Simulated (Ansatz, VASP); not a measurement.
# Cross-check of ZnS (Wurtzite-2H) between VASP and Ansatz, part 3 of 3

One calculation is typed for both programs; each brings its own data sets. How far apart do they land? The cell is taken from a series of runs on this material, whose earlier steps may have relaxed, scaled, displaced or heated it; both programs get it as it stands.

VASP 6.6.1 and Ansatz 0.2.0.

So far: Starting point; VASP: zone-centre phonons, LDA.

**3. Ansatz: zone-centre phonons, LDA**

Level of this step: Ansatz beside VASP: Kohn-Sham DFT, plane waves, LDA (Ansatz).

Ansatz runs on its PAW soft_1 files.

The same cell, functional (in two slightly different forms) and mesh now go to Ansatz, which takes its cutoff from its data sets.

input.yaml reads:

```yaml
crystal:
  lattice:
    - [3.7382271422, 0.0, 0.0]
    - [-1.8691135711, 3.2373996702, 0.0]
    - [0.0, 0.0, 6.142378349]
  atoms:
    - { symbol: Zn, position: [0.3333333333, 0.6666666667, 0.0005873813] }
    - { symbol: Zn, position: [0.6666666667, 0.3333333333, 0.5005873813] }
    - { symbol: S, position: [0.3333333333, 0.6666666667, 0.3744126187] }
    - { symbol: S, position: [0.6666666667, 0.3333333333, 0.8744126187] }
kpoints:
  mp_grid: { grid: [9, 9, 4] }
hamiltonian:
  xc: lda
  pseudopotentials: { kind: paw, azcp: { folder: soft_1 }, xc_functional: pbe }
scf:
  occupations: { method: fixed }
output:
  eigenvalues: true
phonons:
  method: dfpt
  dielectric: true
  rigid_motions: translations
```

Command:

```bash
ansatz run input.yaml --threads 4 --pin off --max-ram 15360MiB --backend cpu --events-out ev --progress --plain --runs-dir out
```

Numbers of over 12 decimals in the logs are rounded to 6 here.

Output:

```text
Engine: ansatz 0.2.0, aarch64-unknown-linux-gnu
Pseudopotentials: kind: paw
Pseudopotential: Zn, paw, valence charge 12, recommended cutoff 420 eV (normal), soft_1/Zn.paw.azcp
Pseudopotential: S, paw, valence charge 6, recommended cutoff 420 eV (normal), soft_1/S.paw.azcp
Functional definition: SPW92
  exchange = slater_x
  correlation = pw_c
Crystal: 4 atoms, lattice volume = 74.336 Å³
Basis set: ecut = 420 eV, 1449 PW (Γ), exchange–correlation on 50×50×96 points (8 copies of the dense FFT grid, shifted against one another)
Bands: 22, of which v1, the nominal top of the filled ones, is band 18 counted from 1 (17 counted from 0)
Symmetry: 12 space group operations
k-points: 95 of 324 (irreducible under 2 space group operations, time reversal used)
Non-local potential: Zn, projectors of the file, l = 0: 2, l = 1: 2, l = 2: 3, l = 3: 1
Non-local potential: S, projectors of the file, l = 0: 2, l = 1: 2, l = 2: 1
PAW form: soft (Blöchl's): semilocal exchange-correlation on the pseudo side does not see the compensation charge
PAW frozen core: Zn, regenerated for the run's functional, and the local potential with it (the file was generated under x = pbe(κ = 0.804, μ = 0.219515), c = pbe(β = 0.066725))
PAW frozen core: S, regenerated for the run's functional, and the local potential with it (the file was generated under x = pbe(κ = 0.804, μ = 0.219515), c = pbe(β = 0.066725))
PAW one-centre angular grid: Zn, 590 points (default); XC on 64 Gauss nodes
PAW one-centre angular grid: S, 110 points (default); XC on 64 Gauss nodes
Initial density: superposition of atomic densities (chi_scale 0.1, normalization cell, long waves kept (reshape's long-wave potential 0.00 eV rms))
Initial wavefunctions: pseudopotential atomic-orbital guess
Functional: x = slater, c = lda
SCF iter   1: F=—  HF=-8235.082077 eV  |F-HF|=—  |Δ(HF+E_count)|=         —  Δρ=3.82e-2  dr2=6.78e-1  ethr=3.10e-3  ⟨swp⟩=5.0  Hψ=10314  notcnv=0  defer=178
preconditioner: auto → Resta (q_TF=auto, 2.418 Å⁻¹)  ε∞=6.3  [insulator: Δε(μ)=2.443 eV  Ē_g=11.197 eV  n_scr=22 (ndim 8)  ℏωp=25.8 eV  f_vac=0.002  ε∞_Penn≈6.3]
SCF iter   2: F=—  HF=-8234.921459 eV  |F-HF|=—  |Δ(HF+E_count)|=   1.61e-1  Δρ=1.59e-2  dr2=1.51e-1  ethr=1.88e-3  ⟨swp⟩=2.4  Hψ=4339  notcnv=0  defer=188
SCF iter   3: F=—  HF=-8234.888424 eV  |F-HF|=—  |Δ(HF+E_count)|=   3.30e-2  Δρ=1.01e-2  dr2=5.12e-2  ethr=4.18e-4  ⟨swp⟩=2.0  Hψ=3803  notcnv=0  defer=188
SCF iter   4: F=—  HF=-8234.872077 eV  |F-HF|=—  |Δ(HF+E_count)|=   1.63e-2  Δρ=3.04e-3  dr2=4.39e-3  ethr=1.42e-4  ⟨swp⟩=2.0  Hψ=4563  notcnv=0  defer=188
SCF iter   5: F=—  HF=-8234.872253 eV  |F-HF|=—  |Δ(HF+E_count)|=   1.77e-4  Δρ=4.69e-4  dr2=1.92e-4  ethr=1.22e-5  ⟨swp⟩=2.2  Hψ=3629  notcnv=0  defer=188
SCF iter   6: F=—  HF=-8234.872319 eV  |F-HF|=—  |Δ(HF+E_count)|=   6.62e-5  Δρ=2.35e-4  dr2=3.74e-5  ethr=5.34e-7  ⟨swp⟩=2.8  Hψ=3687  notcnv=0  defer=179
SCF iter   7: F=—  HF=-8234.872330 eV  |F-HF|=—  |Δ(HF+E_count)|=   1.01e-5  Δρ=5.77e-5  dr2=9.71e-7  ethr=1.04e-7  ⟨swp⟩=2.3  Hψ=3727  notcnv=0  defer=6
SCF iter   8: F=—  HF=-8234.872331 eV  |F-HF|=—  |Δ(HF+E_count)|=   1.43e-6  Δρ=1.71e-5  dr2=1.27e-7  ethr=2.70e-9  ⟨swp⟩=2.1  Hψ=3365  notcnv=0  defer=2
SCF iter   9: F=—  HF=-8234.872331 eV  |F-HF|=—  |Δ(HF+E_count)|=   1.37e-8  Δρ=1.60e-6  dr2=1.95e-9  ethr=3.53e-10  ⟨swp⟩=2.5  Hψ=3965  notcnv=0  defer=2
SCF iter  10: F=-8234.872331 eV  HF=-8234.872331 eV  |F-HF|=3.09e-11  |Δ(HF+E_count)|=  3.95e-10  Δρ=4.11e-7  dr2=8.49e-11  ethr=1.00e-12  ⟨swp⟩=8.4  Hψ=17403  notcnv=0
SCF 1 converged in 10 iterations: F = -8234.872331 eV  dr2 = 8.49e-11
  greatest PAW one-centre occupation: 0.983 electrons in one spin orbital (limit 2), on the Zn atom at site 0 (counted from 0), in its partial waves of l = 2
NSCF: frozen V_eff on 4 k-points
DFPT response loops at Γ: preconditioner auto → Resta (q_TF=auto, 2.418 Å⁻¹)  ε∞=5.2 (no band partly filled); β = 1.00, the filter's whole step (`scf.mixing.beta` (0.50) is not read by the response loops at its default; to damp them type it under 1.00, their step now; it binds the ground state too); Broyden in place of MSR1
── the response to a field inside a basis, on 12×12×6 k-points: an SCF that follows is theirs, and a resumed run solves both again ──
Bands: 19, of which v1, the nominal top of the filled ones, is band 18 counted from 1 (17 counted from 0)
k-points: 126 of 864 (irreducible under 4 space group operations, time reversal used)
Initial density: handed on by an earlier stage of this run
Initial wavefunctions: pseudopotential atomic-orbital guess (no wavefunctions were taken with the density)
Eigensolver: Dense (126 Hₖ)
SCF iter   1: F=—  HF=-8234.869894 eV  |F-HF|=—  |Δ(HF+E_count)|=         —  Δρ=1.51e-4  dr2=2.43e-6  ethr=1.00e-1
preconditioner: auto → Resta (q_TF=auto, 2.418 Å⁻¹)  ε∞=8.1  [insulator: Δε(μ)=2.501 eV  Ē_g=9.727 eV  n_scr=22 (ndim 8)  ℏωp=25.8 eV  f_vac=0.025  ε∞_Penn≈8.1]
SCF iter   2: F=—  HF=-8234.869895 eV  |F-HF|=—  |Δ(HF+E_count)|=   1.15e-6  Δρ=1.05e-4  dr2=2.47e-6  ethr=6.74e-9
SCF iter   3: F=—  HF=-8234.869896 eV  |F-HF|=—  |Δ(HF+E_count)|=   3.07e-7  Δρ=2.92e-5  dr2=9.91e-8  ethr=6.74e-9
SCF iter   4: F=-8234.869895 eV  HF=-8234.869895 eV  |F-HF|=1.04e-8  |Δ(HF+E_count)|=   1.31e-7  Δρ=4.48e-6  dr2=3.81e-9  ethr=2.75e-10
SCF 1 converged in 4 iterations: F = -8234.869895 eV  dr2 = 3.81e-9
  greatest PAW one-centre occupation: 0.983 electrons in one spin orbital (limit 2), on the Zn atom at site 1 (counted from 0), in its partial waves of l = 2
DFPT response loops at Γ: preconditioner auto → Resta (q_TF=auto, 2.418 Å⁻¹)  ε∞=4.9 (no band partly filled); β = 1.00, the filter's whole step (`scf.mixing.beta` (0.50) is not read by the response loops at its default; to damp them type it under 1.00, their step now; it binds the ground state too); Broyden in place of MSR1
WARN: field response: ε∞ stands inside a basis, on 12×12×6 points; the force constants stand on the 9×9×4 k-mesh, whose period is 10.26 times the interband length at k = (0.0000, 0.0000, 0.0000), direct gap 2.186 eV, under 14: take them and everything formed from them as unconverged, and compare with a denser kpoints.mp_grid
SCF converged after 10 iterations
Free energy (F): -8234.872331 eV
Harris-Foulkes:  -8234.872331 eV  (|F-HF|=3.09e-11)
Internal energy: -8234.872331 eV  (E = F + TS)
E sigma→0 (E₀):  -8234.872331 eV
Fermi energy:    6.314615 eV
--- Per-component energies (eV) ---
  E_band       = 16.830567
  E_kinetic    = 511.734306
  E_local      = -4472.758803  (includes V_loc(G=0)·N_el)
  E_nonlocal   = 1714.968557
  E_hartree    = 1699.548498
  E_xc         = -333.685140
  E_vxc        = -271.448315  (∫ρ·V_xc dr)
  E_paw        = -4803.903746  (= ΣΔE_a)
  E_vpaw       = -864.762227  (= ΣTr[D̂ρ^β])
  E_aug_tail   = -0.000505  (compensation charges beyond the density's cutoff)
  E_ewald      = -2554.196179
  E_core_change = 3.420682  (= ΣΔE_core)
  E_smearing   = -0.000000  (= −TS)
  E_closure    = -0.000000  (closes the sum)
  Σ components = -8234.872331   (vs F -8234.872331, Δ=0.00e0)
--- Band table (eV; the first three rows and the last of 95) ---
  k-point 0: bands = [... 14 lower, 5.3242, 6.2116, 6.3146, 6.3146, 8.5010, 9.3039, 12.4039, 12.4039]
  k-point 1: bands = [... 14 lower, 5.4573, 5.4573, 6.1557, 6.1557, 9.4336, 9.4610, 12.3558, 12.5049]
  k-point 2: bands = [... 14 lower, 5.7937, 5.7937, 5.7937, 5.7937, 9.8077, 9.8077, 12.8842, 12.8842]
  k-point 94: bands = [... 14 lower, 3.8203, 3.8203, 4.6076, 4.6076, 10.6910, 10.6910, 12.4389, 12.4389]
--- Phonons (Γ-DFPT): 4 representative perturbations + reference, on 95 of 324 k-points (Σ response iterations 14) ---
  k mesh reduced under 2 symmetry operations, with k and −k counted as one. Each operation leaves every solved perturbation unchanged. A smaller set is not considered because the run solves the response to a homogeneous field
  ASR residual: 3.313e-4 → 0.000e0 eV/Å²; symmetrization residual: 7.529e-6 eV/Å²
  ASR residual per site (eV/Å²): 3.31e-4 3.31e-4 1.24e-4 1.24e-4
  Γ frequencies (cm⁻¹): 0.00 0.00 0.00 70.58 70.58 199.81 289.40 293.46 293.46 299.17 299.17 348.94
  ε∞ (high-frequency dielectric tensor):
        6.059235    -0.000000    -0.000000
       -0.000000     6.059235    -0.000000
       -0.000000    -0.000000     6.190233
  ε⁰ (static dielectric tensor: ions relaxed, cell fixed):
        8.458547    -0.000000    -0.000000
       -0.000000     8.458547    -0.000000
       -0.000000    -0.000000     8.952561
  ε⁰ − ε∞ (ionic part):
        2.399312    -0.000000    -0.000000
       -0.000000     2.399312    -0.000000
       -0.000000    -0.000000     2.762328
  softest optical mode at Γ: 70.58 cm⁻¹; the repairs (sum rule, projections) moved no ω² at Γ by more than (1.46 cm⁻¹)²
  Born effective charges Z* (e; rows j = field, columns β = displacement):
    site 0:
         1.83233   -0.00000   -0.00000
        -0.00000    1.83233   -0.00000
        -0.00000   -0.00000    1.93886
    site 1:
         1.83233   -0.00000   -0.00000
        -0.00000    1.83233    0.00000
        -0.00000    0.00000    1.93886
    site 2:
        -1.83233    0.00000    0.00000
        -0.00000   -1.83233    0.00000
         0.00000    0.00000   -1.93886
    site 3:
        -1.83233    0.00000    0.00000
         0.00000   -1.83233   -0.00000
         0.00000   -0.00000   -1.93886
  Z* charge neutrality: 1.610e-3 e pre-enforcement
  solved inside a basis spanned on kpoints, on 12×12×6 k-points, its susceptibility summed on 14×14×8: ε∞ is read to err by 2.2e-2, Z* by 1.3e-2 e (field_mesh: kpoints solves on kpoints); Z* is corrected for what the basis lacks
  optical modes at Γ without the LO–TO term, one row a degenerate level:
      ω (cm⁻¹)  modes    IR ((D/Å)²/amu)
         70.58      2             0.0000
        199.81      1             0.0000
        289.40      1             8.0633
[...]
optical modes at Γ + LO–TO along q̂ = [1.0000, 0.0000, 0.0000]:
      ω (cm⁻¹)  modes    IR ((D/Å)²/amu)
[...]
optical modes at Γ + LO–TO along q̂ = [0.0000, 1.0000, 0.0000]:
      ω (cm⁻¹)  modes    IR ((D/Å)²/amu)
[...]
346.73      1             7.2016
        348.94      1             0.0000
  optical modes at Γ + LO–TO along q̂ = [0.0000, 0.0000, 1.0000]:
      ω (cm⁻¹)  modes    IR ((D/Å)²/amu)
         70.58      2             0.0000
        199.81      1             0.0000
        293.46      2            14.4032
        299.17      2             0.0000
        348.03      1             8.0633
        348.94      1             0.0000
```

**4. Comparison**

Known differences besides the potentials themselves: fixed occupations in Ansatz, narrow Gaussian smearing in VASP; VASP's response is taken on the typed mesh, Ansatz refines its own for the field response alone; the cutoff is 420 eV in Ansatz and 500 eV in VASP; VASP's log shows a relativistic correction to its local exchange, Ansatz's none. Total energies have different zeros and are not compared.

Both answers:

```csv
quantity,Ansatz,VASP,difference
ε∞ xx,6.06,6.05,+0.22 %
ε∞ yy,6.06,6.05,+0.22 %
ε∞ zz,6.19,6.18,+0.14 %
Born charge of Zn1 (mean of the diagonal) (e),1.87,1.88,-0.02
Born charge of S3 (mean of the diagonal) (e),-1.87,-1.88,+0.02
optical mode 1 to 2 (cm⁻¹),70.6,69.1,+2.10 %
optical mode 3 (cm⁻¹),199.8,198.4,+0.69 %
optical mode 4 (cm⁻¹),289.4,290.1,-0.26 %
optical mode 5 to 6 (cm⁻¹),293.5,294.6,-0.39 %
optical mode 7 to 8 (cm⁻¹),299.2,300.2,-0.34 %
optical mode 9 (cm⁻¹),348.9,349.8,-0.25 %
```

Modes are paired by rising frequency, not by their patterns, so a pair may set unlike modes beside each other; they are those without the splitting of longitudinal modes.

**5. What came out**

| Item | Value |
| --- | --- |
| r.m.s. difference of the optical zone-centre modes, each program's sorted by frequency (zone-centre phonons, LDA) | 1.2 cm⁻¹ |
| difference in optical mode 1 to 2 (zone-centre phonons, LDA) | +2.1 % |

The r.m.s. difference of the optical zone-centre modes, each program's sorted by frequency is 1.2 cm⁻¹ (zone-centre phonons, LDA). Among the rows given in per cent, the largest difference of the zone-centre phonons, LDA pair is in optical mode 1 to 2, +2.1 %. Such differences can come from data sets, numerical settings and the points named under the comparisons, not from the functional's error against experiment.

[Lines on the potential files, build, host, timing and source positions are cut from VASP's logs without a mark.]

[Logs are printed without paths, hosts, clocks, repeated set-up lines and the standing remarks that a program may print on its own settings, such as how far it seeks lower states.]

[Hosts, paths, dates, database ids (printed as entryN), source tags and the programs' standing remarks are cut or masked in the printed files.]
